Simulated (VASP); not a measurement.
```yaml
crystal:
  lattice:
    - [2.90691, 0.00000, 0.00000]
    - [0.00000, 2.90691, 0.00000]
    - [0.00000, 0.00000, 2.86331]
  atoms:
    - { symbol: Zn, position: [0.50000, 0.50000, 0.50000] }
    - { symbol: Cu, position: [0.00000, 0.00000, 0.00000] }
```

Calculation: PBEsol GGA, VASP's PBE PAW potentials (set 64) (plane waves; VASP). Settings: 480 eV cut-off, 12×12×12 Γ-centred mesh, first-order Methfessel-Paxton smearing of 0.10 eV, potentials Zn Cu.

What does the run give for the energy per atom (σ→0), pressure, band gap (on the k-mesh) with the smallest direct gap where there is one?

```
Property                                                    Result
------------------------  ----------------------------------------
band gap (on the k-mesh)  none (metal, semimetal or under 0.01 eV)
energy per atom (σ→0)                       -293.5 kJ/mol of atoms
pressure                                                  3.05 GPa
```

The absolute energy has meaning only against runs of the same code, potentials and settings.

The compound is CuZn in the CsCl type structure. This cell was strained or had an atom moved on purpose. The electron count is odd and the run is not spin-polarised, which forces a metal.
